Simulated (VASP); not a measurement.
Crystal: Au.

```
Au
1.0
    -1.61981    1.61981    1.61981
     1.61981   -1.61981    1.61981
     1.61981    1.61981   -1.61981
Au
1
Direct
  0.00000 0.00000 0.00000
```

This isn't the form of Au at room conditions, which is fcc.

| Quantity | Value |
| --- | --- |
| Program | VASP 6.6.1 |
| Task | relaxation of cell and atoms |
| Functional | LDA |
| Potentials or basis | VASP PAW LDA potentials, release 64 (Au) |
| Cutoff | 600 eV |
| k mesh | 18 × 18 × 18 |
| Occupations | gaussian, width 0.1 eV |
| Spin | no spin polarisation |

At the start: pressure -3.8 GPa; volume 17.00 Å³/atom.

Problem. How do energy, volume and symmetry change on relaxing?

Solution. Over 3 steps the energy falls by 4.2 meV/atom and the volume is 16.66 Å³/atom (-2.0 %); space group Im-3m (No. 229, to 0.05 Å).

Step by step:
| step | energy change (eV) | largest force (eV/Å) | pressure (GPa) | volume (Å³) |
| --- | --- | --- | --- | --- |
| 1 | 0.0000 | 0.0000 | -3.76 | 17.00 |
| 2 | 0.0107 | 0.0000 | 8.09 | 16.04 |
| 3 | -0.0042 | 0.0000 | -0.05 | 16.66 |

Final structure:
```
Au
1.0
    -1.60884    1.60884    1.60884
     1.60884   -1.60884    1.60884
     1.60884    1.60884   -1.60884
Au
1
Direct
  0.00000 0.00000 0.00000
```
